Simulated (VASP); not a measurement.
A snapshot from molecular dynamics of CsPbBr3, step 101; the first frame, the perfect lattice, has an electronic free energy F (no ionic kinetic energy) of -3.040 eV/atom. The Γ point alone samples so small a cell crudely.

Data:

```
CsPbBr3
1.0
   11.74000     0.00000     0.00000
    0.00000    11.74000     0.00000
    0.00000     0.00000    11.74000
Cs Pb Br
8 8 24
Cartesian
 11.56885  11.31133  11.44211
  0.17825  11.38847   5.77565
  0.15271   6.08356  11.43611
 11.55705   5.26843   5.97672
  5.97254  11.67195   0.06459
  5.89181  11.73436   5.30203
  5.62355   5.73883   0.57917
  5.25781   6.02360   6.14947
  3.44427   3.29239   2.91062
  3.17989   2.57322   8.85534
  3.17408   8.95974   3.10014
  3.21849   8.78578   9.14262
  9.37474   3.27879   2.99907
  8.99055   3.06099   8.87669
  9.03998   9.17382   3.28128
  8.89294   9.12561   8.80709
  1.94411   0.09810   2.81136
  0.30701   3.17691   2.52109
  1.91994   3.14946  11.42783
  3.04326   0.00395   9.95394
 11.64956   1.91305   8.03536
  2.49907   3.02310   5.58407
  2.44541   6.06764   2.84685
  0.11869   8.59150   1.93269
  3.93267   8.54048   0.12129
  2.99474   5.88046   9.00072
  0.02596   7.98273   8.54535
  3.32754   9.04806   5.93829
  8.76389   0.10870   2.38698
  6.18568   2.71386   3.21896
  8.15221   3.38026  11.64552
  8.11133   0.12765   8.70983
  5.81226   2.34073   9.01029
  8.76368   1.98405   5.69895
  7.78663   6.18184   3.30760
  5.96805   9.45171   2.58935
  8.64329   8.99235   0.14380
  8.33603   6.15887   8.46365
  5.84753   8.41843   8.83427
  7.71461   8.74841   5.91499
```

These are PBE GGA, VASP's PBE PAW potentials (set 64) (plane waves; VASP) values and carry that method's errors. Numerical set-up: PREC = Normal, LREAL = Auto, ISYM = 0, EDIFF = 1E-5, 300 eV cut-off, 1×1×1 Γ-centred mesh, Fermi-Dirac smearing of 0.043 eV, potentials Cs_sv Pb Br.

Task: Give F per atom of this frame and the forces (eV/Å).

Result: -3.025 eV/atom.
```
atom     Fx     Fy     Fz
----  -----  -----  -----
Cs1   -0.01   0.22   0.14
Cs2    0.00  -0.27  -0.29
Cs3   -0.14  -0.12   0.02
Cs4   -0.01   0.15   0.10
Cs5    0.18   0.16  -0.13
Cs6   -0.09  -0.01   0.32
Cs7    0.22  -0.07  -0.26
Cs8    0.22  -0.13  -0.01
Pb9   -0.73  -0.35  -0.17
Pb10  -1.50   0.69  -0.16
Pb11  -0.75   0.49  -0.54
Pb12  -1.00   0.12  -0.21
Pb13  -1.09  -0.12   0.11
Pb14  -0.12  -0.02  -0.24
Pb15  -0.12  -0.73  -0.48
Pb16   0.15  -0.68   0.12
Br17   0.52  -0.15  -0.01
Br18  -0.17   0.06   0.12
Br19   0.51  -0.15  -0.19
Br20  -0.15  -0.34   0.17
Br21  -0.05   0.45   0.64
Br22   0.36  -0.05   0.02
Br23   0.30  -0.25   0.21
Br24  -0.06   0.20   0.50
Br25  -0.28   0.13   0.00
Br26   0.03  -0.23  -0.04
Br27  -0.24   0.34  -0.25
Br28  -0.04   0.14   0.26
Br29   0.30   0.72   0.08
Br30  -0.21  -0.03  -0.08
Br31   0.46  -0.14   0.20
Br32   0.17   0.12   0.11
Br33   0.90   0.36  -0.06
Br34   0.35   0.49  -0.12
Br35   0.50  -0.20   0.00
Br36   0.30  -0.13   0.45
Br37  -0.01  -0.18  -0.41
Br38   0.19  -0.81  -0.04
Br39   0.74   0.04  -0.01
Br40   0.39   0.32   0.13
```

The cell is a supercell, built from CsPbBr3 (cubic perovskite, the ideal cubic form; the compound distorts at low or room temperature). Its lattice is the typed one, not relaxed at this level.
